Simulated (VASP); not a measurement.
# LiHg3S2 (P6/mmm) in VASP: single point with PBE

Aim: the single point of LiHg3S2 with PBE.

Everything below comes from runs of VASP 6.6.1. Logs are shortened: lines on timing, memory, paths and dates and some standing lists are left out, and cuts for length are marked.

## 1. The cell of the first run

It takes space group P6/mmm (No. 191, hexagonal). Conventional cell: a = 6.432 Å, b = 6.432 Å, c = 4.321 Å, α = 90.00°, β = 90.00°, γ = 120.00°. Li (site symmetry 6/mmm) is surrounded by 6 S at 3.71 Å and 12 Hg at 3.87 Å. Hg (site symmetry mmm) has 4 S at 2.85 Å and 4 Hg at 3.22 Å as nearest neighbours. Around S (site symmetry -6m2) lie 6 Hg at 2.85 Å.

The cell was built by a generator and needn't be a form met in nature.

## 2. Single point, PBE (species swapped into the YB2Ir3 type (P6/mmm, No. 191))

File INCAR:

```
ALGO = Fast ; EDIFF = 1E-7
ENCUT = 520 ; GGA = PE
ISIF = 2 ; ISMEAR = 0
LASPH = T ; LCHARG = F
LREAL = F ; LWAVE = F
NBANDS = 34 ; NELM = 100
PREC = Accurate ; SIGMA = 0.1
```

File KPOINTS:

```
k-points
0
Gamma
  9 9 10
```

File POSCAR:

```
LiHg3S2
1.0
    6.4324397102      0.0000000000      0.0000000000
   -3.2162198551      5.5706561974      0.0000000000
    0.0000000000      0.0000000000      4.3209226418
Li Hg S
1 3 2
Direct
    0.0000000000      0.0000000000      0.0000000000
    0.5000000000      0.0000000000      0.5000000000
    0.0000000000      0.5000000000      0.5000000000
    0.5000000000      0.5000000000      0.5000000000
    0.6666666667      0.3333333333      0.0000000000
    0.3333333333      0.6666666667      0.0000000000
```

Potentials or basis: VASP PAW PBE potentials, release 64 (Li_sv, Hg, S).

The run is started by

```console
> cat potpaw_PBE.64/Li_sv/POTCAR potpaw_PBE.64/Hg/POTCAR potpaw_PBE.64/S/POTCAR > POTCAR
> mpirun -np 1 vasp_std > vasp.out
```

OUTCAR:

```text
EDIFF = 1E-7
   ENCUT = 520
   GGA = PE
   ISIF = 2
   ISMEAR = 0
   LASPH = T
   LREAL = F
   NELM = 100
   PREC = Accurate

 ion  position               nearest neighbor table
   1  0.000  0.000  0.000-
   2  0.500  0.000  0.500-   5 2.85   6 2.85   5 2.85   6 2.85   3 3.22   4 3.22   4 3.22   3 3.22

   3  0.000  0.500  0.500-   5 2.85   6 2.85   5 2.85   6 2.85   4 3.22   4 3.22   2 3.22   2 3.22

   4  0.500  0.500  0.500-   5 2.85   6 2.85   5 2.85   6 2.85   3 3.22   3 3.22   2 3.22   2 3.22

   5  0.667  0.333  0.000-   3 2.85   3 2.85   2 2.85   2 2.85   4 2.85   4 2.85
   6  0.333  0.667  0.000-   3 2.85   3 2.85   2 2.85   2 2.85   4 2.85   4 2.85

  LATTYP: Found a hexagonal cell.
 ALAT       =     6.4324397102
 C/A-ratio  =     0.6717393145

  Lattice vectors:

 A1 = (   6.4324397102,   0.0000000000,   0.0000000000)
 A2 = (  -3.2162198551,   5.5706561974,   0.0000000000)
 A3 = (   0.0000000000,   0.0000000000,   4.3209226418)

Analysis of symmetry for initial positions (statically):
=====================================================================
 Subroutine PRICEL returns:
 Original cell was already a primitive cell.

 Routine SETGRP: Setting up the symmetry group for a
 hexagonal supercell.

 Subroutine GETGRP returns: Found 24 space group operations
 (whereof 24 operations were pure point group operations)
 out of a pool of 24 trial point group operations.

The static configuration has the point symmetry D_6h.

Analysis of symmetry for dynamics (positions and initial velocities):
=====================================================================
 Subroutine PRICEL returns:
 Original cell was already a primitive cell.

 Routine SETGRP: Setting up the symmetry group for a
 hexagonal supercell.

 Subroutine GETGRP returns: Found 24 space group operations
 (whereof 24 operations were pure point group operations)
 out of a pool of 24 trial point group operations.

The dynamic configuration has the point symmetry D_6h.

 Subroutine INISYM returns: Found 24 space group operations
 (whereof 24 operations are pure point group operations),
 and found     1 'primitive' translations

----------------------------------------------------------------------------------------

                                     Primitive cell

  volume of cell :     154.8312

  direct lattice vectors                    reciprocal lattice vectors
     6.432439710  0.000000000  0.000000000     0.155462009  0.089756033  0.000000000
    -3.216219855  5.570656197  0.000000000     0.000000000  0.179512065  0.000000000
     0.000000000  0.000000000  4.320922642     0.000000000  0.000000000  0.231432053

  length of vectors
     6.432439710  6.432439710  4.320922642     0.179512065  0.179512065  0.231432053

  position of ions in fractional coordinates (direct lattice)
     0.000000000  0.000000000  0.000000000
     0.500000000  0.000000000  0.500000000
     1.000000000  0.500000000  0.500000000
     0.500000000  0.500000000  0.500000000
     0.666666667  0.333333333  0.000000000
     0.333333333  0.666666667  0.000000000

  ion indices of the primitive-cell ions
   primitive index   ion index
                 1           1
                 2           2
                 3           3
                 4           4
                 5           5
                 6           6

----------------------------------------------------------------------------------------

 KPOINTS: k-points

Automatic generation of k-mesh.
 Grid dimensions read from file:
 generate k-points for:    9    9   10

 Generating k-lattice:

  Cartesian coordinates                     Fractional coordinates (reciprocal lattice)
     0.017273557  0.009972893  0.000000000     0.111111111 -0.000000000  0.000000000
     0.000000000  0.019945785  0.000000000     0.000000000  0.111111111  0.000000000
     0.000000000  0.000000000  0.023143205     0.000000000  0.000000000  0.100000000

  Length of vectors
     0.019945785  0.019945785  0.023143205

  Shift w.r.t. Gamma in fractional coordinates (k-lattice)
     0.000000000  0.000000000  0.000000000

 Subroutine IBZKPT returns following result:
 ===========================================

 Found     72 irreducible k-points:

 Following reciprocal coordinates:
            Coordinates               Weight
  0.000000  0.000000  0.000000      1.000000
  0.111111  0.000000  0.000000      6.000000
  0.222222  0.000000  0.000000      6.000000
  0.333333  0.000000  0.000000      6.000000
  0.444444  0.000000  0.000000      6.000000
  0.111111  0.111111  0.000000      6.000000
[... 16 lines left out ...]
  0.333333  0.222222  0.100000     24.000000
  0.333333  0.333333  0.100000      4.000000
 [... further k-points ...]
   k-points           NKPTS =     72   k-points in BZ     NKDIM =     72   number of bands    NBANDS=     34
   number of dos      NEDOS =    301   number of ions     NIONS =      6
   total plane-waves  NPLWV =  73728
   dimension x,y,z NGX =    48 NGY =   48 NGZ =   32
   dimension x,y,z NGXF=    96 NGYF=   96 NGZF=   64
   ions per type =               1   3   2
   NGX,Y,Z   is equivalent  to a cutoff of  12.41, 12.41, 12.31 a.u.
   NGXF,Y,Z  is equivalent  to a cutoff of  24.81, 24.81, 24.62 a.u.
 SYSTEM =  unknown system
   PREC   = accura    normal or accurate (medium, high low for compatibility)
   ISTART =      0    job   : 0-new  1-cont  2-samecut
   ICHARG =      2    charge: 1-file 2-atom 10-const
   ISPIN  =      1    spin polarized calculation?
   LNONCOLLINEAR =      F non collinear calculations
   LSORBIT =      F    spin-orbit coupling
   LASPH  =      T    aspherical Exc in radial PAW
   ENCUT  =  520.0 eV  38.22 Ry    6.18 a.u.  11.96 11.96  8.03*2*pi/ulx,y,z
   NELM   =    100;   NELMIN=  2; NELMDL= -5     # of ELM steps
   EDIFF  = 0.1E-06   stopping-criterion for ELM
   LREAL  =      F    real-space projection
   EDIFFG = 0.1E-05   stopping-criterion for IOM
   NSW    =      0    number of steps for IOM
   IBRION =     -1    ionic relax: 0-MD 1-quasi-New 2-CG
   NFREE  =      0    steps in history (QN), initial steepest desc. (CG)
   ISIF   =      2    stress and relaxation
   ISYM   =      2    0-nonsym 1-usesym 2-fastsym
   POTIM  = 0.5000    time-step for ionic-motion
   TEBEG  =    0.0;   TEEND  =   0.0 temperature during run
   PSTRESS=    0.0 pullay stress
   NELECT =      51.0000    total number of electrons
   NUPDOWN=      -1.0000    fix difference up-down
   EMIN   =  10.00;   EMAX   =-10.00  energy-range for DOS
   EFERMI =   0.00;   METHOD = LEGACY
   ISMEAR =     0;   SIGMA  =   0.10  broadening in eV -4-tet -1-fermi 0-gaus
   EFERMI_NEDOS =   21; number of points for ismear=-14 and -15
   IALGO  =     68    algorithm
   IMIX   =      4    mixing-type and parameters
     AMIX     =   0.40;   BMIX     =  1.00
     AMIX_MAG =   1.60;   BMIX_MAG =  1.00
  volume/ion in A,a.u.               =      25.81       174.14
  Fermi-wavevector in a.u.,A,eV,Ry     =   1.130608  2.136539 17.391978  1.278274
  Thomas-Fermi vector in A             =   2.267305
   LORBIT       =      0    0 simple, 1 ext, 2 COOP (PROOUT), +10 PAW based schemes
   GGA     = PE    functional components
   LHFCALC =     F    Hartree Fock is set to
   AEXX    =    0.0000 exact exchange contribution
   IVDW    =     0    specifies the selected vdW correction
   LEPSILON=     F    determine dielectric tensor
   LRPA    =     F    only Hartree local field effects (RPA)
 non-spin polarized calculation
 RMM-DIIS sequential band-by-band and
 Gauss-broadening in eV      SIGMA  =   0.10
  energy-cutoff  :      520.00
  volume of cell :      154.83
 maximum number of plane-waves:      4198
 NGX is ok and might be reduce to    48
   NGX = 23   NGY = 23   NGZ = 17

 number of electron      51.0000010 magnetization

 Free energy of the ion-electron system (eV)
  ---------------------------------------------------
  ext. energy  EPLUGINS =         0.00000000
  ---------------------------------------------------
  free energy    TOTEN  =        -9.65460539 eV

  energy without entropy =       -9.64085236  energy(sigma->0) =       -9.64772887

 E-fermi :   2.4232     XC(G=0):  -8.9400

 val. band max:        2.4203046066   @ k =   0.2222   0.2222   0.2000
 cond. band min:       2.4335099382   @ k =   0.3333   0.2222   0.4000
 fundamental gap:      0.0132053315
 Fermi energy:         2.4231798206

 k-point     1 :       0.0000    0.0000    0.0000
  band No.  band energies     occupation
      1     -46.7384      2.00000
      2     -10.9175      2.00000
      3      -9.9596      2.00000
      4      -5.4620      2.00000
      5      -5.2375      2.00000
      6      -5.0423      2.00000
[... 26 lines left out ...]
     33       7.4922      0.00000
     34       7.4922      0.00000

 k-point     2 :       0.1111    0.0000    0.0000
  band No.  band energies     occupation
      1     -46.7384      2.00000
      2     -10.8955      2.00000
      3      -9.9902      2.00000
      4      -5.4371      2.00000
      5      -5.2060      2.00000
      6      -5.0244      2.00000
[... 26 lines left out ...]
     33       7.4791      0.00000
     34       7.5990      0.00000

 k-point     3 :       0.2222    0.0000    0.0000
  band No.  band energies     occupation
      1     -46.7384      2.00000
      2     -10.8324      2.00000
      3     -10.0748      2.00000
      4      -5.3650      2.00000
      5      -5.1269      2.00000
      6      -4.9701      2.00000
[... 26 lines left out ...]
     33       7.4469      0.00000
     34       7.9434      0.00000

 k-point     4 :       0.3333    0.0000    0.0000
  band No.  band energies     occupation
      1     -46.7384      2.00000
      2     -10.7393      2.00000
      3     -10.1918      2.00000
      4      -5.2571      2.00000
      5      -5.0525      2.00000
      6      -4.8655      2.00000
[... 26 lines left out ...]
     33       7.4119      0.00000
     34       8.4380      0.00000

 k-point     5 :       0.4444    0.0000    0.0000
  band No.  band energies     occupation
      1     -46.7384      2.00000
      2     -10.6487      2.00000
      3     -10.2977      2.00000
      4      -5.1520      2.00000
      5      -5.0191      2.00000
      6      -4.7347      2.00000
[... 621 lines left out ...]
 k-point    22 :       0.2222    0.2222    0.1000
  band No.  band energies     occupation
      1     -46.7384      2.00000
      2     -10.6500      2.00000
      3     -10.2547      2.00000
      4      -5.1722      2.00000
      5      -4.9927      2.00000
      6      -4.8776      2.00000
[... 26 lines left out ...]
     33       7.6663      0.00000
     34       8.2717      0.00000

 k-point    23 :       0.3333    0.2222    0.1000
  band No.  band energies     occupation
      1     -46.7384      2.00000
      2     -10.5570      2.00000
      3     -10.3567      2.00000
      4      -5.0788      2.00000
      5      -4.9517      2.00000
      6      -4.8122      2.00000
[... 26 lines left out ...]
     33       7.4769      0.00000
     34       8.1846      0.00000

 k-point    24 :       0.3333    0.3333    0.1000
  band No.  band energies     occupation
      1     -46.7384      2.00000
      2     -10.4584      2.00000
      3     -10.4584      2.00000
      4      -4.9796      2.00000
      5      -4.9796      2.00000
      6      -4.7982      2.00000
[... 26 lines left out ...]
     33       7.5276      0.00000
     34       8.2845      0.00000

 [... further k-points ...]

------------------------ aborting loop because EDIFF is reached ----------------------------------------

  FORCE on cell =-STRESS in cart. coord.  units (eV):
  Direction    XX          YY          ZZ          XY          YZ          ZX
  --------------------------------------------------------------------------------------
  -------------------------------------------------------------------------------------
  Total        0.1330244      0.1330244      0.2202114      0.0000000     -0.0000000      0.0000000
  in kB        1.3765221      1.3765221      2.2787241      0.0000000     -0.0000000      0.0000000
  external PRESSURE =       1.6772561 kB  Pullay stress =       0.0000000 kB

 VOLUME and BASIS-vectors are now :
 -----------------------------------------------------------------------------
  energy-cutoff  :      520.00
  volume of cell :      154.83
      direct lattice vectors                 reciprocal lattice vectors
     6.432439710  0.000000000  0.000000000     0.155462009  0.089756033  0.000000000
    -3.216219855  5.570656197  0.000000000     0.000000000  0.179512065  0.000000000
     0.000000000  0.000000000  4.320922642     0.000000000  0.000000000  0.231432053

 POSITION                                       TOTAL-FORCE (eV/Angst)
 -----------------------------------------------------------------------------------
      0.00000      0.00000      0.00000         0.000000      0.000000      0.000000
      3.21622      0.00000      2.16046        -0.000000      0.000000      0.000000
     -1.60811      2.78533      2.16046         0.000000      0.000000      0.000000
      1.60811      2.78533      2.16046         0.000000      0.000000      0.000000
      3.21622      1.85689      0.00000        -0.000000      0.000000     -0.000000
     -0.00000      3.71377      0.00000         0.000000     -0.000000      0.000000
 -----------------------------------------------------------------------------------
    total drift:                               -0.000000      0.000000     -0.000000

  FREE ENERGIE OF THE ION-ELECTRON SYSTEM (eV)
  ---------------------------------------------------
  free  energy   TOTEN  =        -9.6546053874 eV

  energy  without entropy=       -9.6408523620  energy(sigma->0) =       -9.64772887
```

Run time: 8.8 min. Hardware: 1 thread of Intel Xeon Platinum 8488C (Sapphire Rapids), shared host; peak memory 0.47 GiB.

What came out:

```yaml
Free_energy: -9.6546 eV
Band_gap_on_the_k_mesh: none (metal or under the smearing width)
```

Levels at points of the mesh, in eV from the Fermi level:
```csv
k point,band 23,band 24,band 25,band 26,band 27,band 28,band 29,band 30
"(0.00, 0.00, 0.00)",-2.76,-2.76,-0.47,1.35,1.67,1.67,1.79,2.05
"(0.00, 0.00, 0.50)",-1.44,-1.44,-1.15,-1.15,1.08,1.08,1.27,1.28
```

Caveat: the cutoff is under 1.25 times the usual one of these potentials, so pressure, stress and relaxed cells hold a basis-set (Pulay) error. The run has no spin-orbit coupling, so splittings on Hg are missing.
